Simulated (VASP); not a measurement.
Method: PBE GGA, VASP's PBE PAW potentials (set 64) (plane waves; VASP).

A VASP calculation is set up with these files.

KPOINTS:
```
Automatic mesh
0
Gamma
5 5 5
0 0 0
```

**INCAR**
```
! general
SYSTEM = CaB6
PREC   = Accurate
ENCUT  = 520
LREAL  = .FALSE.
LASPH  = .TRUE.

! electronic loop
EDIFF  = 1E-6
NELM   = 100
ALGO   = Normal

! smearing
ISMEAR = 0
SIGMA  = 0.05

! functional
GGA    = PE

! ions
IBRION = 2
NSW    = 60
ISIF   = 3
EDIFFG = -0.02

! output
LWAVE  = .FALSE.
LCHARG = .FALSE.
```

File POSCAR:
```
CaB6
1
    4.1486833589     0.0000000000    -0.0000000000
    0.0000000000     4.1486833589     0.0000000000
    0.0000000000     0.0000000000     4.1486833589
Ca B
1 6
Direct
  0.0000000000   0.0000000000   0.0000000000
  0.7988317585   0.5000000000   0.5000000000
  0.5000000000   0.2011682415   0.5000000000
  0.5000000000   0.7988317585   0.5000000000
  0.2011682415   0.5000000000   0.5000000000
  0.5000000000   0.5000000000   0.7988317585
  0.5000000000   0.5000000000   0.2011682415
```

POTCAR, in this order: Ca_sv B (PBE.64 set). Program: vasp_std.

The run wrote:

**OSZICAR**
```
       N       E                     dE             d eps       ncg     rms          rms(c)
DAV:   1     0.150006735071E+03    0.15001E+03   -0.13253E+04   360   0.145E+03
DAV:   2    -0.444020856484E+02   -0.19441E+03   -0.19029E+03   492   0.325E+02
DAV:   3    -0.499475322340E+02   -0.55454E+01   -0.55313E+01   504   0.568E+01
DAV:   4    -0.501322458170E+02   -0.18471E+00   -0.18456E+00   590   0.798E+00
DAV:   5    -0.501363338226E+02   -0.40880E-02   -0.40871E-02   494   0.881E-01    0.101E+01
DAV:   6    -0.458082386619E+02    0.43281E+01   -0.71998E+00   470   0.144E+01    0.522E+00
DAV:   7    -0.450111742733E+02    0.79706E+00   -0.50383E+00   504   0.106E+01    0.149E+00
DAV:   8    -0.450404134536E+02   -0.29239E-01   -0.10947E+00   538   0.575E+00    0.923E-01
DAV:   9    -0.450033083606E+02    0.37105E-01   -0.10828E-01   488   0.181E+00    0.243E-01
DAV:  10    -0.450023597864E+02    0.94857E-03   -0.31883E-02   590   0.911E-01    0.139E-01
DAV:  11    -0.450022957559E+02    0.64031E-04   -0.19115E-03   494   0.309E-01    0.676E-02
DAV:  12    -0.450023124780E+02   -0.16722E-04   -0.14027E-04   440   0.938E-02    0.286E-02
DAV:  13    -0.450022871841E+02    0.25294E-04   -0.24167E-04   494   0.876E-02    0.756E-03
DAV:  14    -0.450022864503E+02    0.73376E-06   -0.14879E-05   476   0.287E-02    0.599E-03
DAV:  15    -0.450022846086E+02    0.18417E-05   -0.45055E-06   460   0.132E-02    0.745E-04
DAV:  16    -0.450022846869E+02   -0.78248E-07   -0.24833E-07   254   0.328E-03
   1 F= -.45002285E+02 E0= -.45001030E+02  d E =-.450023E+02
       N       E                     dE             d eps       ncg     rms          rms(c)
DAV:   1    -0.450041386733E+02   -0.18541E-02   -0.37190E-01   376   0.388E+00    0.258E-01
DAV:   2    -0.450014088114E+02    0.27299E-02   -0.13208E-02   488   0.848E-01    0.123E-01
DAV:   3    -0.450008902533E+02    0.51856E-03   -0.39704E-03   526   0.365E-01    0.311E-02
DAV:   4    -0.450008924365E+02   -0.21832E-05   -0.66934E-04   494   0.169E-01    0.246E-02
DAV:   5    -0.450008817254E+02    0.10711E-04   -0.16986E-04   584   0.810E-02    0.100E-02
DAV:   6    -0.450008806850E+02    0.10404E-05   -0.95133E-06   464   0.231E-02    0.678E-03
DAV:   7    -0.450008800185E+02    0.66649E-06   -0.75512E-06   482   0.181E-02
   2 F= -.45000880E+02 E0= -.45000490E+02  d E =0.140467E-02
       N       E                     dE             d eps       ncg     rms          rms(c)
DAV:   1    -0.450045075468E+02   -0.36269E-02   -0.13409E-01   372   0.233E+00    0.164E-01
DAV:   2    -0.450033884610E+02    0.11191E-02   -0.53208E-03   484   0.533E-01    0.667E-02
DAV:   3    -0.450032747760E+02    0.11368E-03   -0.57237E-04   482   0.143E-01    0.228E-02
DAV:   4    -0.450032695950E+02    0.51811E-05   -0.80191E-05   478   0.541E-02    0.945E-03
DAV:   5    -0.450032686320E+02    0.96293E-06   -0.14235E-05   658   0.223E-02    0.403E-03
DAV:   6    -0.450032684839E+02    0.14816E-06   -0.52189E-07   226   0.532E-03
   3 F= -.45003268E+02 E0= -.45002323E+02  d E =-.983797E-03
```

### OUTCAR
```
------------------------ aborting loop because EDIFF is reached ----------------------------------------
  FORCE on cell =-STRESS in cart. coord.  units (eV):
  Direction    XX          YY          ZZ          XY          YZ          ZX
  --------------------------------------------------------------------------------------
  Total        0.0539122      0.0539122      0.0539122      0.0000000     -0.0000000      0.0000000
  in kB        1.2104893      1.2104893      1.2104893      0.0000000     -0.0000000      0.0000000
  external PRESSURE =       1.2104893 kB  Pullay stress =       0.0000000 kB
  volume of cell :       71.36
      direct lattice vectors                 reciprocal lattice vectors
     4.147746320  0.000000000  0.000000000     0.241094783 -0.000000000  0.000000000
     0.000000000  4.147746320  0.000000000    -0.000000000  0.241094783 -0.000000000
    -0.000000000  0.000000000  4.147746320    -0.000000000 -0.000000000  0.241094783
 POSITION                                       TOTAL-FORCE (eV/Angst)
 -----------------------------------------------------------------------------------
     -0.00000      0.00000      4.14775        -0.000000     -0.000000      0.000000
      3.31089      2.07387      2.07387        -0.003608     -0.000000     -0.000000
      2.07387      0.83686      2.07387        -0.000000      0.003608      0.000000
      2.07387      3.31089      2.07387        -0.000000     -0.003608     -0.000000
      0.83686      2.07387      2.07387         0.003608      0.000000      0.000000
      2.07387      2.07387      3.31089        -0.000000     -0.000000     -0.003608
      2.07387      2.07387      0.83686        -0.000000     -0.000000      0.003608
 -----------------------------------------------------------------------------------
    total drift:                                0.000000     -0.000000     -0.000000
  FREE ENERGIE OF THE ION-ELECTRON SYSTEM (eV)
  ---------------------------------------------------
  free  energy   TOTEN  =       -45.0032684839 eV

  energy  without entropy=      -45.0013766758  energy(sigma->0) =      -45.00232258

 reached required accuracy - stopping structural energy minimisation
```
(Selected blocks of OUTCAR.)

File CONTCAR:
```
CaB6
   1.00000000000000
     4.1477463204489684    0.0000000000000000    0.0000000000000000
     0.0000000000000000    4.1477463204489684    0.0000000000000000
    -0.0000000000000000    0.0000000000000000    4.1477463204489684
  Ca              B
     1     6
Direct
     0.0000000000000000    0.0000000000000000    1.0000000000000000
     0.7982382735399262    0.5000000000000000    0.5000000000000000
     0.5000000000000000    0.2017617264600738    0.5000000000000000
     0.5000000000000000    0.7982382735399262    0.5000000000000000
     0.2017617264600738    0.5000000000000000    0.5000000000000000
     0.5000000000000000    0.5000000000000000    0.7982382735399262
     0.5000000000000000    0.5000000000000000    0.2017617264600738
```

The compound is CaB6 in the cab6 structure. This run relaxes it. Symmetry was kept, so distortions that lower it aren't found. The start is the result of an earlier pass.
